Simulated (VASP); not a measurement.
Level of theory: PBE GGA, VASP's PBE PAW potentials (set 64) (plane waves; VASP 6.6.1).

The input files of a VASP run:

**POSCAR**
```
AlSr12Ti11O36
1
    7.8921562860     0.0000000000     0.0000000000
    0.0000000000     7.8921562860     0.0000000000
    0.0000000000     0.0000000000    11.8382344290
Sr Ti O Al
12 11 36 1
Direct
  0.0037620578   0.0116652397   0.9946028440
  0.0053781937   0.0092158581   0.3255598302
  0.0021344256   0.0070662011   0.6565092547
  0.0053858024   0.5091575680   0.9915593058
  0.0070612214   0.5012626616   0.3284097494
  0.0032717269   0.5096328134   0.6579624557
  0.5038373856   0.0121061915   0.9931340973
  0.4963916403   0.0096786177   0.3261544876
  0.5053670782   0.0072824380   0.6575506303
  0.5025477007   0.5086908197   0.9901488253
  0.4956517926   0.5014132288   0.3298097532
  0.5029777168   0.5086805319   0.6590524966
  0.2578270182   0.2624321053   0.1611088211
  0.2583708088   0.2607496979   0.8182797184
  0.2600011970   0.7607462977   0.1555961033
  0.2514720102   0.7577616548   0.4899882402
  0.2592025172   0.7631535719   0.8225638454
  0.7571101536   0.2636359064   0.1581470073
  0.7505512986   0.2585580422   0.4907623669
  0.7598274800   0.2621333082   0.8236579861
  0.7593637613   0.7621398498   0.1575747436
  0.7511917271   0.7588656439   0.4883101338
  0.7599547666   0.7632454698   0.8241037086
  0.2400810117   0.9936553409   0.1749583566
  0.9958401814   0.2319111206   0.1736152137
  0.2488030036   0.2499770891   0.0058203582
  0.2496261301   0.0008348645   0.5010603062
  0.0017442395   0.2460960181   0.5010362381
  0.2495509382   0.2484950427   0.3397877451
  0.2424497574   0.9962536022   0.8416124544
  0.9976872213   0.2373431861   0.8381925695
  0.2498075108   0.2485735527   0.6616669039
  0.2397877488   0.4965997621   0.1764446137
  0.9963488028   0.7357880622   0.1743547217
  0.2477813234   0.7466314436   0.0025384701
  0.2510655938   0.4959842316   0.5011387385
  0.9987194104   0.7417419884   0.5096483303
  0.2483425727   0.7484326322   0.3364797913
  0.2426314510   0.4926991004   0.8401765376
  0.9971936404   0.7318031598   0.8384657441
  0.2473168701   0.7502358362   0.6685731042
  0.7435521558   0.9943905567   0.1768144474
  0.4973641579   0.2314920011   0.1744102316
  0.7471097463   0.2483345778   0.0043400006
  0.7499154249   0.9968356610   0.5099306477
  0.4978126207   0.2473212871   0.5011451578
  0.7483678735   0.2468823078   0.3367238127
  0.7399766674   0.9961472691   0.8428671212
  0.4943367020   0.2374540114   0.8379657743
  0.7485730465   0.2456219851   0.6688613781
  0.7433678306   0.4962423846   0.1779376554
  0.4963900815   0.7354264790   0.1745907273
  0.7472998032   0.7477313511   0.0027429224
  0.7512066284   0.4978873105   0.5105083138
  0.5000526894   0.7429165866   0.5097935395
  0.7477711032   0.7470071407   0.3364063996
  0.7401971467   0.4943187303   0.8422096151
  0.4952094409   0.7323667176   0.8382220091
  0.7477841247   0.7492266026   0.6713196478
  0.2499698685   0.2535902888   0.4963099968
```

INCAR:
```
SYSTEM  =  AlSr12Ti11O36
PREC  =  Normal; ENCUT  =  400; LREAL  =  Auto
LASPH  =  .TRUE.; ISYM  =  0; NELECT  =  382.0
EDIFF  =  1E-5; NELM  =  100; NELMIN  =  4
ALGO  =  Fast; LMAXMIX  =  4
ISMEAR  =  0; SIGMA  =  0.05
GGA  =  PE
IBRION  =  2; NSW  =  120; ISIF  =  2
EDIFFG  =  -0.03
LWAVE  =  .FALSE.; LCHARG  =  .FALSE.
```

KPOINTS:
```
Automatic
0
gamma
  1 1 1
0 0 0
```

POTCAR, in this order: Sr_sv Ti O Al (PBE.64 set). Program: vasp_gam.

The cell is charged, with a uniform compensating background. The supercell is sampled at Γ alone, which is coarse: total energies, pressure and levels can be off, energies of defects by several tenths of an eV.

Q: What does the run give for the energy per atom (σ→0)?

A: 
* **energy per atom (σ→0)**: -7.846 eV/atom

File OSZICAR:
```
...
RMM:   3    -0.470804905612E+03    0.26923E-02   -0.38153E-03   544   0.159E-01    0.258E-01
RMM:   4    -0.470805816373E+03   -0.91076E-03   -0.11395E-03   591   0.859E-02    0.272E-01
RMM:   5    -0.470805519266E+03    0.29711E-03   -0.39843E-04   616   0.490E-02    0.134E-01
RMM:   6    -0.470805869224E+03   -0.34996E-03   -0.34045E-04   605   0.375E-02    0.281E-01
RMM:   7    -0.470805484134E+03    0.38509E-03   -0.26364E-04   565   0.365E-02    0.116E-01
RMM:   8    -0.470805518068E+03   -0.33934E-04   -0.16531E-04   570   0.279E-02    0.688E-02
RMM:   9    -0.470805511846E+03    0.62220E-05   -0.79466E-05   517   0.207E-02
  26 F= -.47080551E+03 E0= -.47076791E+03  d E =-.500027E-03
```

The cell is a supercell with a defect, built from SrTiO3 (cubic perovskite, the ideal cubic form; the compound distorts at low or room temperature): Al_Ti, charge +1. The run is not spin-polarised, so no state with unpaired spins was tried.
